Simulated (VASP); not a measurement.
# Ga2GeO5 (Pmc2_1) in VASP: relaxation of cell and atoms with PBE

Aim: the relaxation of cell and atoms of Ga2GeO5 with PBE.

Program: VASP 6.6.1. These are calculated values, not measurements. Logs are shortened: lines on timing, memory, paths and dates and some standing lists are left out, and cuts for length are marked.

### Step 1. Starting point

Symmetry: Pmc2_1, No. 26, orthorhombic system. The conventional cell has a = 3.030 Å, b = 7.920 Å, c = 8.080 Å, α = 90.00°, β = 90.00°, γ = 90.00°. Ga (site symmetry m) is surrounded by 4 O at 1.74 to 1.82 Å. Ga (site symmetry m) has 6 O at 1.99 to 2.03 Å as nearest neighbours. Ge (site symmetry m) has 4 O at 1.74 to 1.82 Å as nearest neighbours. O (site symmetry m) is surrounded by 1 Ga at 1.74 Å and 1 Ge at 1.74 Å. Around O (site symmetry m) lie 1 Ge at 1.79 Å and 2 Ga at 1.99 Å. O (site symmetry m) is surrounded by 3 Ga at 1.79 to 1.99 Å. O (site symmetry m) is surrounded by 3 Ga at 1.82 to 2.03 Å. Around O (site symmetry m) lie 2 Ge at 1.82 Å and 1 Ga at 2.03 Å.

The cell was built by a generator and needn't be a form met in nature.

### Step 2. Relaxation of cell and atoms, PBE

The input, INCAR:

```
PREC = Normal ; ENCUT = 520
EDIFF = 1E-4 ; ISMEAR = 0
SIGMA = 0.15 ; LREAL = Auto
LASPH = T ; NELM = 60
ALGO = Fast ; ISIF = 3
LWAVE = F ; LCHARG = F
GGA = PE ; IBRION = 2
NSW = 24 ; EDIFFG = -0.08
KPAR = 2
```

The input, KPOINTS:

```
Automatic mesh
0
Gamma
  5 2 2
```

The input, POSCAR:

```
Ga2GeO5
1.0
    3.0300000000      0.0000000000      0.0000000000
    0.0000000000      7.9200000000      0.0000000000
    0.0000000000      0.0000000000      8.0800000000
Ga Ge O
4 2 10
Direct
    0.5000000000      0.6015000000      0.6593000000
    0.0000000000      0.2500000000      0.5000000000
    0.5000000000      0.3985000000      0.1593000000
    0.0000000000      0.7500000000      0.0000000000
    0.5000000000      0.8985000000      0.3407000000
    0.5000000000      0.1015000000      0.8407000000
    0.5000000000      0.7500000000      0.5000000000
    0.5000000000      0.1090000000      0.4218000000
    0.5000000000      0.3910000000      0.5782000000
    0.0000000000      0.6227000000      0.7814000000
    0.0000000000      0.8773000000      0.2186000000
    0.5000000000      0.2500000000      0.0000000000
    0.5000000000      0.6090000000      0.0782000000
    0.5000000000      0.8910000000      0.9218000000
    0.0000000000      0.1227000000      0.7186000000
    0.0000000000      0.3773000000      0.2814000000
```

Potentials or basis: VASP PAW PBE potentials, release 64 (Ga_d, Ge_d, O).

Run with:

```sh
$ cat potpaw_PBE.64/Ga_d/POTCAR potpaw_PBE.64/Ge_d/POTCAR potpaw_PBE.64/O/POTCAR > POTCAR
$ mpirun -np 2 vasp_std > vasp.out
```

OUTCAR:

```text
PREC = Normal
   ENCUT = 520
   EDIFF = 1E-4
   ISMEAR = 0
   LREAL = Auto
   LASPH = T
   NELM = 60
   ISIF = 3
   GGA = PE
   IBRION = 2
   NSW = 24
   EDIFFG = -0.08

 ion  position               nearest neighbor table
   1  0.500  0.602  0.659-   7 1.74   9 1.79  10 1.82  10 1.82
   2  0.000  0.250  0.500-   8 1.99   9 1.99   8 1.99   9 1.99  15 2.03  16 2.03
   3  0.500  0.398  0.159-  12 1.74  13 1.79  16 1.82  16 1.82
   4  0.000  0.750  0.000-  13 1.99  14 1.99  13 1.99  14 1.99  10 2.03  11 2.03
   5  0.500  0.898  0.341-   7 1.74   8 1.79  11 1.82  11 1.82
   6  0.500  0.102  0.841-  12 1.74  14 1.79  15 1.82  15 1.82
   7  0.500  0.750  0.500-   1 1.74   5 1.74
   8  0.500  0.109  0.422-   5 1.79   2 1.99   2 1.99
   9  0.500  0.391  0.578-   1 1.79   2 1.99   2 1.99
  10  0.000  0.623  0.781-   1 1.82   1 1.82   4 2.03
  11  0.000  0.877  0.219-   5 1.82   5 1.82   4 2.03
  12  0.500  0.250  0.000-   3 1.74   6 1.74
  13  0.500  0.609  0.078-   3 1.79   4 1.99   4 1.99
  14  0.500  0.891  0.922-   6 1.79   4 1.99   4 1.99
  15  0.000  0.123  0.719-   6 1.82   6 1.82   2 2.03
  16  0.000  0.377  0.281-   3 1.82   3 1.82   2 2.03

  LATTYP: Found a simple orthorhombic cell.
 ALAT       =     3.0300000000
 B/A-ratio  =     2.6138613861
 C/A-ratio  =     2.6666666667

  Lattice vectors:

 A1 = (   3.0300000000,   0.0000000000,   0.0000000000)
 A2 = (   0.0000000000,   7.9200000000,   0.0000000000)
 A3 = (   0.0000000000,   0.0000000000,   8.0800000000)

Analysis of symmetry for initial positions (statically):
=====================================================================
 Subroutine PRICEL returns:
 Original cell was already a primitive cell.

 Routine SETGRP: Setting up the symmetry group for a
 simple orthorhombic supercell.

 Subroutine GETGRP returns: Found  4 space group operations
 (whereof  2 operations were pure point group operations)
 out of a pool of  8 trial point group operations.

The static configuration has the point symmetry C_1h.
 The point group associated with its full space group is C_2v.

Analysis of symmetry for dynamics (positions and initial velocities):
=====================================================================
 Subroutine PRICEL returns:
 Original cell was already a primitive cell.

 Routine SETGRP: Setting up the symmetry group for a
 simple orthorhombic supercell.

 Subroutine GETGRP returns: Found  4 space group operations
 (whereof  2 operations were pure point group operations)
 out of a pool of  8 trial point group operations.

The dynamic configuration has the point symmetry C_1h.
 The point group associated with its full space group is C_2v.

 Subroutine INISYM returns: Found  4 space group operations
 (whereof  2 operations are pure point group operations),
 and found     1 'primitive' translations

----------------------------------------------------------------------------------------

                                     Primitive cell

  volume of cell :     193.9006

  direct lattice vectors                    reciprocal lattice vectors
     3.030000000  0.000000000  0.000000000     0.330033003  0.000000000  0.000000000
     0.000000000  7.920000000  0.000000000     0.000000000  0.126262626  0.000000000
     0.000000000  0.000000000  8.080000000     0.000000000  0.000000000  0.123762376

  length of vectors
     3.030000000  7.920000000  8.080000000     0.330033003  0.126262626  0.123762376

  position of ions in fractional coordinates (direct lattice)
     0.500000000  0.601500000  0.659300000
     0.000000000  0.250000000  0.500000000
     0.500000000  0.398500000  0.159300000
     0.000000000  0.750000000  0.000000000
     0.500000000  0.898500000  0.340700000
     0.500000000  0.101500000  0.840700000
[... 8 lines left out ...]
     0.000000000  0.122700000  0.718600000
     0.000000000  0.377300000  0.281400000

  ion indices of the primitive-cell ions
   primitive index   ion index
                 1           1
                 2           2
                 3           3
                 4           4
                 5           5
                 6           6
[... 8 lines left out ...]
                15          15
                16          16

----------------------------------------------------------------------------------------

 KPOINTS: Automatic mesh

Automatic generation of k-mesh.
 Grid dimensions read from file:
 generate k-points for:    5    2    2

 Generating k-lattice:

  Cartesian coordinates                     Fractional coordinates (reciprocal lattice)
     0.066006601  0.000000000  0.000000000     0.200000000  0.000000000  0.000000000
     0.000000000  0.063131313  0.000000000     0.000000000  0.500000000  0.000000000
     0.000000000  0.000000000  0.061881188     0.000000000  0.000000000  0.500000000

  Length of vectors
     0.066006601  0.063131313  0.061881188

  Shift w.r.t. Gamma in fractional coordinates (k-lattice)
     0.000000000  0.000000000  0.000000000

 Subroutine IBZKPT returns following result:
 ===========================================

 Found     12 irreducible k-points:

 Following reciprocal coordinates:
            Coordinates               Weight
  0.000000  0.000000  0.000000      1.000000
  0.200000  0.000000  0.000000      2.000000
  0.400000  0.000000  0.000000      2.000000
  0.000000  0.500000  0.000000      1.000000
  0.200000  0.500000  0.000000      2.000000
  0.400000  0.500000  0.000000      2.000000
  0.000000  0.000000  0.500000      1.000000
  0.200000  0.000000  0.500000      2.000000
  0.400000  0.000000  0.500000      2.000000
  0.000000  0.500000  0.500000      1.000000
  0.200000  0.500000  0.500000      2.000000
  0.400000  0.500000  0.500000      2.000000
   k-points           NKPTS =     12   k-points in BZ     NKDIM =     12   number of bands    NBANDS=     84
   number of dos      NEDOS =    301   number of ions     NIONS =     16
   total plane-waves  NPLWV =  41472
   dimension x,y,z NGX =    18 NGY =   48 NGZ =   48
   dimension x,y,z NGXF=    36 NGYF=   96 NGZF=   96
   ions per type =               4   2  10
   NGX,Y,Z   is equivalent  to a cutoff of   9.88, 10.08,  9.88 a.u.
   NGXF,Y,Z  is equivalent  to a cutoff of  19.75, 20.15, 19.75 a.u.
 SYSTEM =  unknown system
   PREC   = normal    normal or accurate (medium, high low for compatibility)
   ISTART =      0    job   : 0-new  1-cont  2-samecut
   ICHARG =      2    charge: 1-file 2-atom 10-const
   ISPIN  =      1    spin polarized calculation?
   LNONCOLLINEAR =      F non collinear calculations
   LSORBIT =      F    spin-orbit coupling
   LASPH  =      T    aspherical Exc in radial PAW
   ENCUT  =  520.0 eV  38.22 Ry    6.18 a.u.   5.63 14.73 15.02*2*pi/ulx,y,z
   NELM   =     60;   NELMIN=  2; NELMDL= -5     # of ELM steps
   EDIFF  = 0.1E-03   stopping-criterion for ELM
   LREAL  =      T    real-space projection
   EDIFFG = -.8E-01   stopping-criterion for IOM
   NSW    =     24    number of steps for IOM
   IBRION =      2    ionic relax: 0-MD 1-quasi-New 2-CG
   NFREE  =      1    steps in history (QN), initial steepest desc. (CG)
   ISIF   =      3    stress and relaxation
   ISYM   =      2    0-nonsym 1-usesym 2-fastsym
   POTIM  = 0.5000    time-step for ionic-motion
   TEBEG  =    0.0;   TEEND  =   0.0 temperature during run
   PSTRESS=    0.0 pullay stress
   NELECT =     140.0000    total number of electrons
   NUPDOWN=      -1.0000    fix difference up-down
   EMIN   =  10.00;   EMAX   =-10.00  energy-range for DOS
   EFERMI =   0.00;   METHOD = LEGACY
   ISMEAR =     0;   SIGMA  =   0.15  broadening in eV -4-tet -1-fermi 0-gaus
   EFERMI_NEDOS =   21; number of points for ismear=-14 and -15
   IALGO  =     68    algorithm
   IMIX   =      4    mixing-type and parameters
     AMIX     =   0.40;   BMIX     =  1.00
     AMIX_MAG =   1.60;   BMIX_MAG =  1.00
  volume/ion in A,a.u.               =      12.12        81.78
  Fermi-wavevector in a.u.,A,eV,Ry     =   1.468671  2.775385 29.347683  2.156994
  Thomas-Fermi vector in A             =   2.584140
   LORBIT       =      0    0 simple, 1 ext, 2 COOP (PROOUT), +10 PAW based schemes
   GGA     = PE    functional components
   LHFCALC =     F    Hartree Fock is set to
   AEXX    =    0.0000 exact exchange contribution
   IVDW    =     0    specifies the selected vdW correction
   LEPSILON=     F    determine dielectric tensor
   LRPA    =     F    only Hartree local field effects (RPA)
 conjugate gradient relaxation of ions
 non-spin polarized calculation
 RMM-DIIS sequential band-by-band and
 Gauss-broadening in eV      SIGMA  =   0.15
  energy-cutoff  :      520.00
  volume of cell :      193.90
 maximum number of plane-waves:      5282
   NGX = 11   NGY = 29   NGZ = 31

--------------------------------------- Ionic step        1  -------------------------------------------

 number of electron     140.0000101 magnetization

 Free energy of the ion-electron system (eV)
  ---------------------------------------------------
  ext. energy  EPLUGINS =         0.00000000
  ---------------------------------------------------
  free energy    TOTEN  =       -96.72271868 eV

  energy without entropy =      -96.72271868  energy(sigma->0) =      -96.72271868

------------------------ aborting loop because EDIFF is reached ----------------------------------------

  FORCE on cell =-STRESS in cart. coord.  units (eV):
  Direction    XX          YY          ZZ          XY          YZ          ZX
  --------------------------------------------------------------------------------------
  -------------------------------------------------------------------------------------
  Total        9.6056052      4.2104937      6.4331784      0.0000000      0.0000000      0.0000000
  in kB       79.3699568     34.7908016     53.1565770      0.0000000      0.0000000      0.0000000
  external PRESSURE =      55.7724452 kB  Pullay stress =       0.0000000 kB
[... 131 lines left out ...]
  FREE ENERGIE OF THE ION-ELECTRON SYSTEM (eV)
  ---------------------------------------------------
  free  energy   TOTEN  =       -97.3892654870 eV

  energy  without entropy=      -97.3892654870  energy(sigma->0) =      -97.38926549

[... ionic steps 4 to 18 ...]

--------------------------------------- Ionic step       19  -------------------------------------------

 number of electron     140.0000006 magnetization

------------------------ aborting loop because EDIFF is reached ----------------------------------------

  FORCE on cell =-STRESS in cart. coord.  units (eV):
  Direction    XX          YY          ZZ          XY          YZ          ZX
  --------------------------------------------------------------------------------------
  -------------------------------------------------------------------------------------
  Total        0.3027114      0.1639441     -0.1628277      0.0000000      0.0000000      0.0000000
  in kB        2.4120207      1.3063152     -1.2974199      0.0000000      0.0000000      0.0000000
  external PRESSURE =       0.8069720 kB  Pullay stress =       0.0000000 kB
[... 85 lines left out ...]
  energy  without entropy=      -97.5881077325  energy(sigma->0) =      -97.58810773

--------------------------------------- Ionic step       21  -------------------------------------------

 number of electron     140.0000052 magnetization

 Free energy of the ion-electron system (eV)
  ---------------------------------------------------
  ext. energy  EPLUGINS =         0.00000000
  ---------------------------------------------------
  free energy    TOTEN  =       -97.59104240 eV

  energy without entropy =      -97.59104240  energy(sigma->0) =      -97.59104240

 E-fermi :   2.7431     XC(G=0): -10.3201

 val. band max:        2.0772581840   @ k =   0.0000   0.5000   0.0000
 cond. band min:       3.9975449143   @ k =   0.0000   0.0000   0.0000
 fundamental gap:      1.9202867303
 Fermi energy:         2.7431041852

 k-point     1 :       0.0000    0.0000    0.0000
  band No.  band energies     occupation
      1     -21.9612      2.00000
      2     -21.9593      2.00000
      3     -21.8613      2.00000
      4     -21.8604      2.00000
      5     -21.7420      2.00000
      6     -21.7417      2.00000
[... 1009 lines left out ...]
     81      11.3832      0.00000
     82      11.3835      0.00000
 [bands above 82 left out]

------------------------ aborting loop because EDIFF is reached ----------------------------------------

  FORCE on cell =-STRESS in cart. coord.  units (eV):
  Direction    XX          YY          ZZ          XY          YZ          ZX
  --------------------------------------------------------------------------------------
  -------------------------------------------------------------------------------------
  Total        0.6097926      0.1875608      0.2441413      0.0000000      0.0000000      0.0000000
  in kB        4.8561323      1.4936556      1.9442387      0.0000000      0.0000000      0.0000000
  external PRESSURE =       2.7646755 kB  Pullay stress =       0.0000000 kB
[... 31 lines left out ...]
  FREE ENERGIE OF THE ION-ELECTRON SYSTEM (eV)
  ---------------------------------------------------
  free  energy   TOTEN  =       -97.5910424007 eV

  energy  without entropy=      -97.5910424007  energy(sigma->0) =      -97.59104240

 reached required accuracy - stopping structural energy minimisation
```

Wall time 16 min (2 MPI ranks of Intel Xeon Platinum 8259CL at 2.50GHz (Skylake/Cascade Lake), shared host); peak memory 0.29 GiB.

Results:

| Property | Result |
| --- | --- |
| Free energy | -97.5910 eV |
| Relaxed volume | 12.57 Å³/atom |
| Relaxed cell | a = 3.058 Å, b = 7.959 Å, c = 8.266 Å, α = 90.00°, β = 90.00°, γ = 90.00° |
| Space group after relaxing (to 0.05 Å) | Pmc2_1 (No. 26) |
| Energy gained by relaxing | 54.3 meV/atom |
| Ionic steps | 21 |
| Pressure after relaxing | 0.3 GPa |
| Largest force after relaxing | 0.067 eV/Å |
| Band gap on the k mesh | 1.92 eV, indirect (least direct gap 1.93 eV) |

Forces on the atoms (eV/Å):
```
Ga   0.000  0.011  0.036
Ga   0.000  0.017  0.036
Ga   0.000 -0.011  0.036
Ga   0.000 -0.017  0.036
Ge   0.000 -0.028 -0.003
Ge   0.000  0.028 -0.003
O    0.000 -0.040 -0.054
O    0.000 -0.029  0.036
O    0.000 -0.027  0.001
O    0.000  0.041 -0.028
O    0.000 -0.024 -0.024
O    0.000  0.040 -0.054
O    0.000  0.027  0.001
O    0.000  0.029  0.036
O    0.000  0.024 -0.024
O    0.000 -0.041 -0.028
```

Stress tensor (GPa, compression positive):
```
0.49 0.00 0.00
0.00 0.15 0.00
0.00 0.00 0.19
```

The path:
```
step  energy change (eV)  largest force (eV/Å)  pressure (GPa)  volume (Å³)
   1              0.0000                3.7120            5.58       193.90
   2              2.0305               13.6282            3.33       205.97
   3             -0.6665                1.3556            2.08       198.03
   4             -0.6675                1.1818            2.50       197.88
   5             -0.7135                1.3005           -2.88       204.09
   6             -0.7871                0.4372           -0.83       201.23
   7             -0.8156                0.2712           -0.18       200.56
   8             -0.8168                0.3667            0.09       200.39
   9             -0.8359                0.2360            0.40       200.08
  10             -0.8367                0.3190            0.50       200.02
  11             -0.8488                0.1246            0.45       200.58
  12             -0.8492                0.1433            0.15       200.66
  13             -0.8534                0.0946           -0.14       201.08
  14             -0.8540                0.1309           -0.22       201.26
  15             -0.8571                0.1220           -0.09       201.27
  16             -0.8573                0.1570           -0.07       201.27
  17             -0.8596                0.0891            0.00       201.17
  18             -0.8602                0.1098            0.02       201.12
  19             -0.8620                0.1013            0.08       201.08
  20             -0.8654                0.1407            0.24       200.94
  21             -0.8683                0.0674            0.28       201.19
```

Final structure:
```cif
data_structure
_symmetry_space_group_name_H-M 'P 1'
_symmetry_Int_Tables_number 1
_cell_length_a 3.0580
_cell_length_b 7.9589
_cell_length_c 8.2662
_cell_angle_alpha 90.000
_cell_angle_beta 90.000
_cell_angle_gamma 90.000
_cell_volume 201.19
loop_
_atom_site_label
_atom_site_type_symbol
_atom_site_fract_x
_atom_site_fract_y
_atom_site_fract_z
_atom_site_occupancy
Ga1 Ga 0.50000 0.59705 0.65845 1
Ga2 Ga 0.00000 0.25833 0.48991 1
Ga3 Ga 0.50000 0.40295 0.15845 1
Ga4 Ga 0.00000 0.74166 0.98991 1
Ge1 Ge 0.50000 0.89789 0.34664 1
Ge2 Ge 0.50000 0.10211 0.84664 1
O1 O 0.50000 0.74570 0.49076 1
O2 O 0.50000 0.10568 0.42571 1
O3 O 0.50000 0.37739 0.58084 1
O4 O 0.00000 0.62429 0.78203 1
O5 O 0.00000 0.88847 0.22567 1
O6 O 0.50000 0.25430 0.99076 1
O7 O 0.50000 0.62261 0.08084 1
O8 O 0.50000 0.89432 0.92571 1
O9 O 0.00000 0.11153 0.72567 1
O10 O 0.00000 0.37571 0.28203 1
```

Caveat: an odd mesh through Γ misses points on the zone boundary, where band edges often lie; the relaxation stopped at a loose force limit of 0.08 eV/Å, so its end isn't a converged minimum.
